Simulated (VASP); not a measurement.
These are PBEsol GGA, VASP's PBE PAW potentials (set 64) (plane waves; VASP) values and carry that method's errors.

A VASP calculation is set up with these files.

INCAR:
```
! general
SYSTEM  = In2Se3
PREC    = Accurate
ENCUT   = 300   ! plane-wave cut-off (eV)
LREAL   = .FALSE.
LASPH   = .TRUE.

! electronic loop
EDIFF   = 1E-6   ! SCF stop (eV)
NELM    = 100   ! most electronic steps
ALGO    = Normal
LMAXMIX = 4

! smearing
ISMEAR  = -1   ! Fermi-Dirac
SIGMA   = 0.1   ! width (eV)

! functional
GGA     = PS

! ions
ISIF    = 2   ! forces and stress, cell fixed

! output
LWAVE   = .FALSE.
LCHARG  = .FALSE.
```

File POSCAR:
```
In2Se3
1
    3.8959020000     0.0000000000     0.0000000000
    1.9463760000     3.3751520000     0.0000000000
    0.0161120000     0.0277710000     9.6667940000
In Se
2 3
Direct
  0.3331500000   0.3341700000   0.8103700000
  0.6668500000   0.6658300000   0.1896300000
  0.0000000000   0.0000000000   0.0000000000
  0.3334400000   0.3311800000   0.3236500000
  0.6665600000   0.6688200000   0.6763500000
```

File KPOINTS:
```
Automatic mesh
0
gamma
4 4 2
```

POTCAR, in this order: In_d Se (PBE.64 set). Program: vasp_std.

The run wrote:

**OSZICAR**
```
       N       E                     dE             d eps       ncg     rms          rms(c)
DAV:   1     0.319798606698E+03    0.31980E+03   -0.15135E+04  1048   0.128E+03
DAV:   2     0.126621585235E+02   -0.30714E+03   -0.30190E+03  1142   0.348E+02
DAV:   3    -0.192745426742E+02   -0.31937E+02   -0.31293E+02  1336   0.129E+02
DAV:   4    -0.203637331625E+02   -0.10892E+01   -0.10809E+01  1214   0.246E+01
DAV:   5    -0.204017305813E+02   -0.37997E-01   -0.37992E-01  1578   0.424E+00    0.793E+00
DAV:   6    -0.197169640030E+02    0.68477E+00   -0.14782E+00  1438   0.236E+01    0.464E+00
DAV:   7    -0.196705840530E+02    0.46380E-01   -0.65098E-01  1562   0.727E+00    0.119E+00
DAV:   8    -0.196635854408E+02    0.69986E-02   -0.85839E-02  1556   0.375E+00    0.745E-01
DAV:   9    -0.196636611089E+02   -0.75668E-04   -0.56584E-03  1292   0.567E-01    0.196E-01
DAV:  10    -0.196637164302E+02   -0.55321E-04   -0.65415E-04  1662   0.332E-01    0.797E-02
DAV:  11    -0.196637590995E+02   -0.42669E-04   -0.24824E-04  1526   0.158E-01    0.153E-02
DAV:  12    -0.196637609518E+02   -0.18522E-05   -0.20837E-05  1376   0.519E-02    0.889E-03
DAV:  13    -0.196637647110E+02   -0.37592E-05   -0.60077E-06  1072   0.206E-02    0.349E-03
DAV:  14    -0.196637652553E+02   -0.54433E-06   -0.43974E-07   700   0.487E-03
   1 F= -.19663765E+02 E0= -.19637285E+02  d E =-.529596E-01
```

### OUTCAR
```
------------------------ aborting loop because EDIFF is reached ----------------------------------------
  FORCE on cell =-STRESS in cart. coord.  units (eV):
  Direction    XX          YY          ZZ          XY          YZ          ZX
  --------------------------------------------------------------------------------------
  Total        2.9424961      2.9419833      1.8776748      0.0040757     -0.0069268     -0.0055616
  in kB       37.0887896     37.0823250     23.6672134      0.0513721     -0.0873086     -0.0701012
  external PRESSURE =      32.6127760 kB  Pullay stress =       0.0000000 kB
  volume of cell :      127.11
      direct lattice vectors                 reciprocal lattice vectors
     3.895902000  0.000000000  0.000000000     0.256679968 -0.148021698 -0.000002578
     1.946376000  3.375152000  0.000000000     0.000000000  0.296282953 -0.000851169
     0.016112000  0.027771000  9.666794000     0.000000000  0.000000000  0.103446913
 POSITION                                       TOTAL-FORCE (eV/Angst)
 -----------------------------------------------------------------------------------
      1.96140      1.15038      7.83368         0.003315      0.004127      0.400494
      3.89699      2.25254      1.83311        -0.003315     -0.004127     -0.400494
      0.00000      0.00000      0.00000        -0.000000     -0.000000      0.000000
      1.94887      1.12677      3.12866         0.001627      0.002405      0.635829
      3.90952      2.27615      6.53814        -0.001627     -0.002405     -0.635829
 -----------------------------------------------------------------------------------
    total drift:                                0.000000      0.000000      0.000000
  FREE ENERGIE OF THE ION-ELECTRON SYSTEM (eV)
  ---------------------------------------------------
  free  energy   TOTEN  =       -19.6637652553 eV

  energy  without entropy=      -19.6108056924  energy(sigma->0) =      -19.63728547
```
(Selected blocks of OUTCAR.)

At this cut-off the stress carries a Pulay error, which pulls relaxed volumes low.

The structure comes from a computed database's In2Se3 entry; how it stands against other phases isn't given here. The cell was not relaxed at this level, atoms are displaced from their ideal sites, and its volume differs by -5.9 % from the start's. The k-mesh is coarse (spacing up to 0.47 per Å, 2π included), so the numbers may not be converged in it.
